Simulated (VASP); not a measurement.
Level of theory: LDA (Ceperley-Alder, Perdew-Zunger) with spin-orbit coupling, VASP's LDA PAW potentials (set 64) (plane waves; VASP 6.6.1).

A VASP calculation is set up with these files.

KPOINTS_OPT:
```
k-points along high-symmetry lines
8
Line-mode
Reciprocal
  0.000000   0.000000   0.000000 ! GAMMA
  0.000000   0.500000   0.000000 ! X

  0.000000   0.500000   0.000000 ! X
  0.500000   0.500000   0.000000 ! M

  0.500000   0.500000   0.000000 ! M
  0.000000   0.000000   0.000000 ! GAMMA

  0.000000   0.000000   0.000000 ! GAMMA
  0.500000   0.500000   0.500000 ! R

  0.500000   0.500000   0.500000 ! R
  0.000000   0.500000   0.000000 ! X

  0.500000   0.500000   0.500000 ! R
  0.500000   0.500000   0.000000 ! M
```

### INCAR
```
! general
SYSTEM     = Ni3Fe
PREC       = Accurate
ENCUT      = 400
LREAL      = .False.
LASPH      = .True.

! electronic loop
EDIFF      = 1E-6
NELM       = 100
ALGO       = Normal
LMAXMIX    = 4

! smearing
ISMEAR     = 0
SIGMA      = 0.05

! functional
GGA_COMPAT = .False.

! spin
MAGMOM     = 0 0 2.7 0 0 0.6 0 0 0.6 0 0 0.6
LSORBIT    = .True.

! output
LWAVE      = .False.
LCHARG     = .False.
LORBIT     = 11
```

POSCAR:
```
Ni3Fe
3.4423060
  1.0000001043   0.0000000000   0.0000000000
  0.0000000000   1.0000001043   0.0000000000
  0.0000000000   0.0000000000   1.0000001043
Fe Ni
1 3
Cart
  0.0000000000   0.0000000000   0.0000000000
  0.0000000000   0.5000000522   0.5000000522
  0.5000000522   0.0000000000   0.5000000522
  0.5000000522   0.5000000522   0.0000000000
```

KPOINTS:
```
Automatic mesh
0
Gamma
8 8 8
0 0 0
```

POTCAR, in this order: Fe Ni (LDA.64 set). Program: vasp_ncl.

What VASP printed:

OUTCAR:
```
 ion  position               nearest neighbor table
   1  0.000  0.000  0.000-   2 2.43   3 2.43   4 2.43   2 2.43   3 2.43   2 2.43   4 2.43   2 2.43
                             3 2.43   4 2.43   3 2.43   4 2.43
   2  0.000  0.500  0.500-   1 2.43   3 2.43   4 2.43   1 2.43   4 2.43   1 2.43   3 2.43   1 2.43
                             3 2.43   4 2.43   4 2.43   3 2.43
   3  0.500  0.000  0.500-   1 2.43   2 2.43   4 2.43   1 2.43   4 2.43   2 2.43   4 2.43   4 2.43
                             1 2.43   2 2.43   1 2.43   2 2.43
   4  0.500  0.500  0.000-   1 2.43   2 2.43   3 2.43   2 2.43   3 2.43   1 2.43   3 2.43   3 2.43
                             1 2.43   2 2.43   2 2.43   1 2.43
  LATTYP: Found a simple cubic cell.
 ALAT       =     3.4423063591
 Subroutine PRICEL returns:
 Original cell was already a primitive cell.
 Subroutine GETGRP returns: Found 48 space group operations
The static configuration has the point symmetry O_h .
The dynamic configuration has the point symmetry O_h .
 Subroutine GETGRP returns: Found  8 space group operations
The overall configuration has the point symmetry C_4h.
 Subroutine INISYM returns: Found  8 space group operations
 Subroutine IBZKPT returns following result:
 Found     90 irreducible k-points:

 Following reciprocal coordinates:
            Coordinates               Weight
  0.000000  0.000000  0.000000      1.000000
  0.125000  0.000000  0.000000      4.000000
  0.000000  0.000000  0.125000      2.000000
  0.250000  0.000000  0.000000      4.000000
  0.000000  0.000000  0.250000      2.000000
  0.375000  0.000000  0.000000      4.000000
  0.000000  0.000000  0.375000      2.000000
  0.500000  0.000000  0.000000      2.000000
  0.000000  0.000000  0.500000      1.000000
  0.125000  0.125000  0.000000      4.000000
  0.000000  0.125000  0.125000      8.000000
  0.250000  0.125000  0.000000      4.000000
  0.000000  0.250000  0.125000      8.000000
  0.125000  0.000000  0.250000      8.000000
  0.250000 -0.125000  0.000000      4.000000
  0.375000  0.125000  0.000000      4.000000
...
```

### OSZICAR
```
       N       E                     dE             d eps       ncg     rms          rms(c)
DAV:   1     0.267157668417E+03    0.26716E+03   -0.13790E+04  9288   0.185E+03
DAV:   2    -0.809772593841E+01   -0.27526E+03   -0.26356E+03  9000   0.386E+02
DAV:   3    -0.331983945208E+02   -0.25101E+02   -0.22380E+02  9144   0.156E+02
DAV:   4    -0.337755293437E+02   -0.57713E+00   -0.57106E+00  9596   0.285E+01
DAV:   5    -0.337899626952E+02   -0.14433E-01   -0.14428E-01 13190   0.395E+00    0.229E+01
DAV:   6    -0.302717125273E+02    0.35183E+01   -0.38550E+01  9374   0.994E+01    0.148E+01
DAV:   7    -0.323427208545E+02   -0.20710E+01   -0.12864E+01 10190   0.106E+02    0.237E+01
DAV:   8    -0.292259986782E+02    0.31167E+01   -0.91964E+00 10742   0.588E+01    0.478E+00
DAV:   9    -0.292726990317E+02   -0.46700E-01   -0.55424E-01 10152   0.994E+00    0.316E+00
DAV:  10    -0.292370345095E+02    0.35665E-01   -0.50893E-02 12038   0.816E+00    0.147E+00
DAV:  11    -0.292354619216E+02    0.15726E-02   -0.32311E-02 13836   0.485E+00    0.110E+00
DAV:  12    -0.292326208647E+02    0.28411E-02   -0.99422E-03 10284   0.375E+00    0.689E-01
DAV:  13    -0.292329749583E+02   -0.35409E-03   -0.29330E-03 10580   0.147E+00    0.209E-01
DAV:  14    -0.292329751522E+02   -0.19389E-06   -0.65314E-04 12938   0.387E-01    0.814E-02
DAV:  15    -0.292329793779E+02   -0.42257E-05   -0.77117E-05 10976   0.219E-01    0.354E-02
DAV:  16    -0.292329823067E+02   -0.29288E-05   -0.16071E-05 13058   0.847E-02    0.904E-03
DAV:  17    -0.292329821822E+02    0.12452E-06   -0.24179E-06  8432   0.215E-02
   1 F= -.29232982E+02 E0= -.29231626E+02  d E =-.271150E-02  mag=    -0.0000     0.0000     4.4476
       N       E                     dE             ncg
```

**OUTCAR**
```
------------------------ aborting loop because EDIFF is reached ----------------------------------------
  FORCE on cell =-STRESS in cart. coord.  units (eV):
  Direction    XX          YY          ZZ          XY          YZ          ZX
  --------------------------------------------------------------------------------------
  Total        0.0222530      0.0222530      0.0229035     -0.0000001      0.0000000      0.0000000
  in kB        0.8740804      0.8740804      0.8996309     -0.0000056      0.0000000      0.0000000
  external PRESSURE =       0.8825972 kB  Pullay stress =       0.0000000 kB
  volume of cell :       40.79
      direct lattice vectors                 reciprocal lattice vectors
     3.442306359  0.000000000  0.000000000     0.290502906  0.000000000  0.000000000
     0.000000000  3.442306359  0.000000000     0.000000000  0.290502906  0.000000000
     0.000000000  0.000000000  3.442306359     0.000000000  0.000000000  0.290502906
 POSITION                                       TOTAL-FORCE (eV/Angst)
 -----------------------------------------------------------------------------------
      0.00000      0.00000      0.00000         0.000000      0.000000      0.000000
      0.00000      1.72115      1.72115         0.000000      0.000000      0.000000
      1.72115      0.00000      1.72115         0.000000      0.000000      0.000000
      1.72115      1.72115      0.00000         0.000000      0.000000      0.000000
 -----------------------------------------------------------------------------------
    total drift:                                0.000000     -0.000000     -0.000000
  FREE ENERGIE OF THE ION-ELECTRON SYSTEM (eV)
  ---------------------------------------------------
  free  energy   TOTEN  =       -29.2329821822 eV

  energy  without entropy=      -29.2302706859  energy(sigma->0) =      -29.23162643

 total charge

# of ion       s       p       d       tot
------------------------------------------
    1        0.509   0.570   6.218   7.298
    2        0.544   0.590   8.375   9.509
    3        0.544   0.590   8.375   9.509
    4        0.544   0.590   8.375   9.509
--------------------------------------------------
tot          2.141   2.341  31.343  35.825

 magnetization (x)

# of ion       s       p       d       tot
------------------------------------------
    1        0.000   0.000  -0.000  -0.000
    2       -0.000   0.000   0.000   0.000
    3        0.000  -0.000   0.000   0.000
    4       -0.000   0.000   0.000  -0.000
--------------------------------------------------
tot         -0.000  -0.000   0.000   0.000

 magnetization (y)

# of ion       s       p       d       tot
------------------------------------------
    1        0.000   0.000   0.000   0.000
    2        0.000   0.000  -0.000  -0.000
    3        0.000   0.000   0.000   0.000
    4        0.000   0.000   0.000   0.000
--------------------------------------------------
tot          0.000   0.000   0.000   0.000

 magnetization (z)

# of ion       s       p       d       tot
------------------------------------------
    1        0.006   0.007   2.667   2.680
    2       -0.013  -0.032   0.619   0.575
    3       -0.013  -0.032   0.619   0.575
    4       -0.013  -0.032   0.619   0.575
--------------------------------------------------
tot         -0.031  -0.090   4.525   4.404

 Ion:    1  E_soc:     -0.0116182

 Ion:    2  E_soc:     -0.0173272

 Ion:    3  E_soc:     -0.0173272

 Ion:    4  E_soc:     -0.0176179
```
(Selected blocks of OUTCAR.)

The compound is Ni3Fe in the L1_2 structure. It was relaxed first, which changed the volume by -9 %.
